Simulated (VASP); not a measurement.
Computed with optB88-vdW, VASP's PBE PAW potentials (set 64) (plane waves; VASP).

VASP ran on this input.

### INCAR
```
! general
SYSTEM   = AuAl2
PREC     = Accurate
ENCUT    = 520   ! plane-wave cut-off (eV)
LREAL    = .FALSE.   ! projection in real space or not
LASPH    = .TRUE.   ! aspherical one-centre terms

! electronic loop
EDIFF    = 1E-7   ! SCF stop (eV)
NELM     = 100
ALGO     = Normal
LMAXMIX  = 6   ! l cut-off of mixed one-centre charges

! smearing
ISMEAR   = 1
SIGMA    = 0.1

! functional
GGA      = BO
LUSE_VDW = .TRUE.
AGGAC    = 0.0
PARAM1   = 0.1833333333
PARAM2   = 0.22

! ions
ISIF     = 2

! output
LWAVE    = .FALSE.
LCHARG   = .FALSE.
```

**KPOINTS**
```
K-points
0
Gamma
9 9 9
0 0 0
```

POSCAR:
```
AuAl2
4.3639570
  0.0000000000   0.7071068605   0.7071068605
  0.7071068605   0.0000000000   0.7071068605
  0.7071068605   0.7071068605   0.0000000000
Al Au
2 1
Cart
  0.3535534302   0.3535534302   0.3535534302
  1.0606602907   1.0606602907   1.0606602907
  0.0000000000   0.0000000000   0.0000000000
```

POTCAR, in this order: Al Au (PBE.64 set). Program: vasp_std.

The resulting files:

OSZICAR:
```
       N       E                     dE             d eps       ncg     rms          rms(c)
DAV:   1     0.681253764274E+02    0.68125E+02   -0.69277E+03   840   0.116E+03
DAV:   2    -0.520859504406E+01   -0.73334E+02   -0.67431E+02   972   0.202E+02
DAV:   3    -0.748709736631E+01   -0.22785E+01   -0.22507E+01  1072   0.344E+01
DAV:   4    -0.750881107324E+01   -0.21714E-01   -0.21705E-01   996   0.393E+00
DAV:   5    -0.750918399340E+01   -0.37292E-03   -0.37291E-03  1056   0.545E-01    0.795E+00
DAV:   6    -0.656334816641E+01    0.94584E+00   -0.56024E+00   936   0.264E+01    0.382E+00
DAV:   7    -0.650041688792E+01    0.62931E-01   -0.28337E-01   908   0.628E+00    0.176E+00
DAV:   8    -0.648293201761E+01    0.17485E-01   -0.34849E-02   988   0.155E+00    0.367E-01
DAV:   9    -0.648251723537E+01    0.41478E-03   -0.41457E-03   948   0.773E-01    0.175E-01
DAV:  10    -0.648271209376E+01   -0.19486E-03   -0.37862E-04   928   0.169E-01    0.328E-02
DAV:  11    -0.648270849740E+01    0.35964E-05   -0.83667E-06  1236   0.243E-02    0.171E-02
DAV:  12    -0.648270870457E+01   -0.20717E-06   -0.17160E-06   920   0.125E-02    0.517E-03
DAV:  13    -0.648270866752E+01    0.37056E-07   -0.46377E-07   980   0.666E-03
   1 F= -.64827087E+01 E0= -.64818525E+01  d E =-.256838E-02
```

OUTCAR:
```
------------------------ aborting loop because EDIFF is reached ----------------------------------------
  FORCE on cell =-STRESS in cart. coord.  units (eV):
  Direction    XX          YY          ZZ          XY          YZ          ZX
  --------------------------------------------------------------------------------------
  Total       -1.9159253     -1.9159253     -1.9159253      0.0000000      0.0000000      0.0000000
  in kB      -52.2351224    -52.2351224    -52.2351224      0.0000000      0.0000000      0.0000000
  external PRESSURE =     -52.2351224 kB  Pullay stress =       0.0000000 kB
  volume of cell :       58.77
      direct lattice vectors                 reciprocal lattice vectors
     0.000000000  3.085783934  3.085783934    -0.162033380  0.162033380  0.162033380
     3.085783934  0.000000000  3.085783934     0.162033380 -0.162033380  0.162033380
     3.085783934  3.085783934  0.000000000     0.162033380  0.162033380 -0.162033380
 POSITION                                       TOTAL-FORCE (eV/Angst)
 -----------------------------------------------------------------------------------
      1.54289      1.54289      1.54289        -0.000000     -0.000000     -0.000000
      4.62868      4.62868      4.62868         0.000000      0.000000      0.000000
      0.00000      0.00000      0.00000         0.000000      0.000000      0.000000
 -----------------------------------------------------------------------------------
    total drift:                                0.000000     -0.000000      0.000000
  FREE ENERGIE OF THE ION-ELECTRON SYSTEM (eV)
  ---------------------------------------------------
  free  energy   TOTEN  =        -6.4827086675 eV

  energy  without entropy=       -6.4801402832  energy(sigma->0) =       -6.48185254
```
(Selected blocks of OUTCAR.)

OUTCAR:
```
 val. band max:        6.8208393467   @ k =  -0.3333   0.2222   0.0000

 cond. band min:       6.8642965849   @ k =   0.4444   0.2222   0.1111


 Fermi energy:         6.8527800980

 k-point     1 :       0.0000    0.0000    0.0000
  band No.  band energies     occupation
      1      -3.1394      2.00000
      2       0.6407      2.00000
      3       0.6407      2.00000
      4       0.6407      2.00000
      5       1.5126      2.00000
      6       1.5126      2.00000
      7       8.3481     -0.00000
      8       9.7447      0.00000
      9       9.7447      0.00000
     10       9.7447      0.00000
     11      10.3694      0.00000
     12      10.3694      0.00000

 k-point     2 :       0.1111    0.0000    0.0000
  band No.  band energies     occupation
      1      -2.9883      2.00000
      2       0.5869      2.00000
      3       0.6766      2.00000
      4       0.6766      2.00000
      5       1.5058      2.00000
      6       1.5058      2.00000
      7       7.5083     -0.00000
      8       8.7373     -0.00000
      9       9.0973      0.00000
     10       9.0973      0.00000
     11      11.0062      0.00000
     12      11.0062      0.00000

 k-point     3 :       0.2222    0.0000    0.0000
  band No.  band energies     occupation
      1      -2.5508      2.00000
      2       0.4696      2.00000
      3       0.7599      2.00000
      4       0.7599      2.00000
      5       1.5047      2.00000
      6       1.5047      2.00000
      7       5.3681      2.00000
      8       8.3057     -0.00000
      9       8.3057     -0.00000
     10       8.9461      0.00000
     11      11.0009      0.00000
     12      11.0009      0.00000

 k-point     4 :       0.3333    0.0000    0.0000
  band No.  band energies     occupation
      1      -1.9002      2.00000
      2       0.4066      2.00000
      3       0.8325      2.00000
      4       0.8325      2.00000
      5       1.5429      2.00000
      6       1.5429      2.00000
...
```

Unless said otherwise, spin-orbit coupling is left out, though it shifts the bands of the heavy elements here.

The compound is AuAl2 in the fluorite structure. This cell is one point of a volume scan, at 1.06 of the reference volume. The electron count is odd and the run is not spin-polarised, which forces a metal.
